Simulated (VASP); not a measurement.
# SiB2 (P6_3/mmc) in VASP: a series of runs, part 2 of 2

VASP 6.6.1. Earlier steps stand in the parts before.

### Step 3. Relaxation of cell and atoms, PBE

This run uses another cell than the first one, of 9.35 Å³/atom, 1.004 times its volume.

INCAR reads:

```
SYSTEM = SiB2
PREC = Accurate ; ENCUT = 520
EDIFF = 1E-7 ; ISMEAR = 0
SIGMA = 0.1 ; LREAL = .FALSE.
LASPH = .TRUE. ; NELM = 120
ALGO = Normal ; ISIF = 3
LWAVE = .FALSE. ; LCHARG = .FALSE.
GGA = PE ; IBRION = 2
NSW = 60 ; EDIFFG = -0.005
POTIM = 0.3 ; KPAR = 2
```

KPOINTS reads:

```
regular mesh
0
G
  12 12 4
  0 0 0
```

POSCAR reads:

```
SiB2                                    
1.0
    2.9836285948     -0.0000000000     -0.0000000000
   -1.4918142974      2.5838981522      0.0000000000
   -0.0000000000     -0.0000000000      7.2737108009
  Si              B             
     2     4
Direct
     0.3333333300000021    0.6666666699999979    0.2500000000000000
     0.6666666699999979    0.3333333300000021    0.7500000000000000
     0.3333333300000021    0.6666666699999979    0.9741503617971989
     0.6666666699999979    0.3333333300000021    0.0258496382028011
     0.6666666699999979    0.3333333300000021    0.4741503617971989
     0.3333333300000021    0.6666666699999979    0.5258496382028011
```

Potentials or basis: VASP PAW PBE potentials, release 64 (Si, B).

Started as:

```
cat potpaw_PBE.64/Si/POTCAR potpaw_PBE.64/B/POTCAR > POTCAR
mpirun -np 2 vasp_std > vasp.out
```

OUTCAR:

```text
SYSTEM = SiB2
   PREC = Accurate
   ENCUT = 520
   EDIFF = 1E-7
   ISMEAR = 0
   LREAL = .FALSE.
   LASPH = .TRUE.
   NELM = 120
   ISIF = 3
   GGA = PE
   IBRION = 2
   NSW = 60
   EDIFFG = -0.005
   POTIM = 0.3

 ion  position               nearest neighbor table
   1  0.333  0.667  0.250-   3 2.01   6 2.01   4 2.37   5 2.37   4 2.37   5 2.37   5 2.37   4 2.37

   2  0.667  0.333  0.750-   4 2.01   5 2.01   3 2.37   6 2.37   3 2.37   6 2.37   3 2.37   6 2.37

   3  0.333  0.667  0.974-   4 1.76   4 1.76   4 1.76   1 2.01   2 2.37   2 2.37   2 2.37
   4  0.667  0.333  0.026-   3 1.76   3 1.76   3 1.76   2 2.01   1 2.37   1 2.37   1 2.37
   5  0.667  0.333  0.474-   6 1.76   6 1.76   6 1.76   2 2.01   1 2.37   1 2.37   1 2.37
   6  0.333  0.667  0.526-   5 1.76   5 1.76   5 1.76   1 2.01   2 2.37   2 2.37   2 2.37

  LATTYP: Found a hexagonal cell.
 ALAT       =     2.9836285948
 C/A-ratio  =     2.4378740751

  Lattice vectors:

 A1 = (   2.9836285948,   0.0000000000,   0.0000000000)
 A2 = (  -1.4918142974,   2.5838981522,   0.0000000000)
 A3 = (   0.0000000000,   0.0000000000,   7.2737108009)

Analysis of symmetry for initial positions (statically):
=====================================================================
 Subroutine PRICEL returns:
 Original cell was already a primitive cell.

 Routine SETGRP: Setting up the symmetry group for a
 hexagonal supercell.

[... 257 lines left out ...]
--------------------------------------- Ionic step        3  -------------------------------------------

 number of electron      20.0000000 magnetization

 Free energy of the ion-electron system (eV)
  ---------------------------------------------------
  ext. energy  EPLUGINS =         0.00000000
  ---------------------------------------------------
  free energy    TOTEN  =       -34.71911072 eV

  energy without entropy =      -34.71541461  energy(sigma->0) =      -34.71726267

 E-fermi :   8.6247     XC(G=0): -11.5825

 val. band max:        8.6187085375   @ k =   0.4167   0.0833   0.0000
 cond. band min:       8.6434830254   @ k =   0.2500   0.2500   0.5000
 fundamental gap:      0.0247744879
 Fermi energy:         8.6247383090

 k-point     1 :       0.0000    0.0000    0.0000
  band No.  band energies     occupation
      1      -6.7907      2.00000
      2      -4.6728      2.00000
      3      -3.9652      2.00000
      4       1.7570      2.00000
      5       4.3135      2.00000
      6       7.8958      2.00000
      7       7.8958      2.00000
      8       8.5014      1.91883
      9       8.5014      1.91883
     10      12.3871      0.00000
     11      13.9451      0.00000
     12      13.9451      0.00000
     13      14.8658      0.00000
     14      14.8658      0.00000
[... 377 lines left out ...]
      1      -4.5802      2.00000
      2      -3.4416      2.00000
      3      -0.8958      2.00000
      4       1.7568      2.00000
      5       1.7886      2.00000
      6       3.2117      2.00000
      7       5.7255      2.00000
      8       6.1056      2.00000
      9       6.2744      2.00000
     10       7.7935      2.00000
     11       9.4051      0.00000
     12      11.3186      0.00000
     13      12.2379      0.00000
     14      12.4031      0.00000

 [... further k-points ...]
[... 5 lines left out ...]
  --------------------------------------------------------------------------------------
  -------------------------------------------------------------------------------------
  Total        0.0116782      0.0116782      0.0242008      0.0000000     -0.0000000     -0.0000000
  in kB        0.3339854      0.3339854      0.6921231      0.0000000     -0.0000000     -0.0000000
  external PRESSURE =       0.4533646 kB  Pullay stress =       0.0000000 kB
[... 21 lines left out ...]
  FREE ENERGIE OF THE ION-ELECTRON SYSTEM (eV)
  ---------------------------------------------------
  free  energy   TOTEN  =       -34.7191107184 eV

  energy  without entropy=      -34.7154146125  energy(sigma->0) =      -34.71726267

 reached required accuracy - stopping structural energy minimisation
```

CONTCAR:

```text
SiB2
   1.00000000000000
     2.9830774459712490    0.0000000000000000   -0.0000000000000000
    -1.4915387229856245    2.5834208433165573   -0.0000000000000000
     0.0000000000000000    0.0000000000000000    7.2693862083704488
  Si              B
     2     4
Direct
     0.3333333300000021    0.6666666699999979    0.2500000000000000
     0.6666666699999979    0.3333333300000021    0.7500000000000000
     0.3333333300000021    0.6666666699999979    0.9740122447539521
     0.6666666699999979    0.3333333300000021    0.0259877552460478
     0.6666666699999979    0.3333333300000021    0.4740122447539522
     0.3333333300000021    0.6666666699999979    0.5259877552460479

  0.00000000E+00  0.00000000E+00  0.00000000E+00
  0.00000000E+00  0.00000000E+00  0.00000000E+00
  0.00000000E+00  0.00000000E+00  0.00000000E+00
  0.00000000E+00  0.00000000E+00  0.00000000E+00
  0.00000000E+00  0.00000000E+00  0.00000000E+00
  0.00000000E+00  0.00000000E+00  0.00000000E+00
```

Wall time 20 s (2 MPI ranks of Intel Xeon Platinum 8488C (Sapphire Rapids), shared host); peak memory 0.18 GiB.

What came out:

```yaml
Free_energy: -34.7191 eV
Relaxed_volume: 9.34 Å³/atom
Relaxed_cell: a = 2.983 Å, b = 2.983 Å, c = 7.269 Å, α = 90.00°, β = 90.00°, γ = 120.00°
Space_group_after_relaxing_to_0.05_Å: P6_3/mmc (No. 194)
Energy_gained_by_relaxing: 0.0 meV/atom
Ionic_steps: 3
Pressure_after_relaxing: 0.0 GPa
Largest_force_after_relaxing: 0.004 eV/Å
Band_gap_on_the_k_mesh: none (metal or under the smearing width)
```

Forces in eV/Å, atoms in the order of the input:
```
Si   0.000  0.000  0.000
Si   0.000  0.000  0.000
B    0.000  0.000 -0.004
B    0.000  0.000  0.004
B    0.000  0.000 -0.004
B    0.000  0.000  0.004
```

Final structure:
```yaml
crystal:
  lattice:
    - [2.98308, 0.00000, 0.00000]
    - [-1.49154, 2.58342, 0.00000]
    - [0.00000, 0.00000, 7.26939]
  atoms:
    - { symbol: Si, position: [0.33333, 0.66667, 0.25000] }
    - { symbol: Si, position: [0.66667, 0.33333, 0.75000] }
    - { symbol: B, position: [0.33333, 0.66667, 0.97401] }
    - { symbol: B, position: [0.66667, 0.33333, 0.02599] }
    - { symbol: B, position: [0.66667, 0.33333, 0.47401] }
    - { symbol: B, position: [0.33333, 0.66667, 0.52599] }
```

### Step 4. Single point, r2SCAN

This run uses another cell than the first one, of 9.34 Å³/atom, 1.003 times its volume.

INCAR reads:

```
PREC = Accurate
ENCUT = 520
EDIFF = 1E-6
ISMEAR = 0
SIGMA = 0.1
LREAL = F
LASPH = T
NELM = 150
ALGO = Normal
ISIF = 2
LWAVE = F
LCHARG = F
METAGGA = R2SCAN
LMIXTAU = T
NBANDS = 19
KPAR = 2
```

KPOINTS reads:

```
Automatic mesh
0
Gamma
  12 12 4
```

POSCAR reads:

```
SiB2                                    
1.0
    2.9830774460      0.0000000000     -0.0000000000
   -1.4915387230      2.5834208433     -0.0000000000
    0.0000000000      0.0000000000      7.2693862084
  Si              B             
     2     4
Direct
     0.3333333300000021    0.6666666699999979    0.2500000000000000
     0.6666666699999979    0.3333333300000021    0.7500000000000000
     0.3333333300000021    0.6666666699999979    0.9740122447539521
     0.6666666699999979    0.3333333300000021    0.0259877552460478
     0.6666666699999979    0.3333333300000021    0.4740122447539522
     0.3333333300000021    0.6666666699999979    0.5259877552460479
```

Started as:

```
cat potpaw_PBE.64/Si/POTCAR potpaw_PBE.64/B/POTCAR > POTCAR
mpirun -np 2 vasp_std > vasp.out
```

Run time: 71 s. Hardware: 2 MPI ranks of Intel Xeon Platinum 8488C (Sapphire Rapids), shared host; peak memory 0.19 GiB.

Results (log left out):

| Item | Value |
| --- | --- |
| Free energy | -43.5586 eV |
| Pressure | -1.9 GPa |
| Largest force | 0.032 eV/Å |
| Band gap on the k mesh | none (metal or under the smearing width) |

Forces in eV/Å, atoms in the order of the input:
```
Si   0.000  0.000  0.000
Si   0.000  0.000  0.000
B    0.000  0.000  0.032
B    0.000  0.000 -0.032
B    0.000  0.000  0.032
B    0.000  0.000 -0.032
```

Stress tensor (GPa, compression positive):
```
-0.96  0.00  0.00
 0.00 -0.96  0.00
 0.00  0.00 -3.64
```

Levels at points of the mesh, in eV from the Fermi level:
```tsv
k point	band 7	band 8	band 9	band 10	band 11	band 12	band 13	band 14
(0.00, 0.00, 0.00)	-0.80	-0.15	-0.15	3.96	5.57	5.57	6.61	6.61
(0.50, 0.00, 0.00)	-3.73	-3.29	-2.87	-0.20	-0.02	0.23	2.80	2.85
(0.00, 0.00, 0.50)	-0.51	-0.51	-0.37	-0.37	6.18	6.18	6.18	6.18
(0.50, 0.00, 0.50)	-3.92	-3.92	-3.36	-3.36	2.32	2.32	4.49	4.49
```

Caveat: the PAW data sets were made with another functional, which shifts forces and pressure a little.
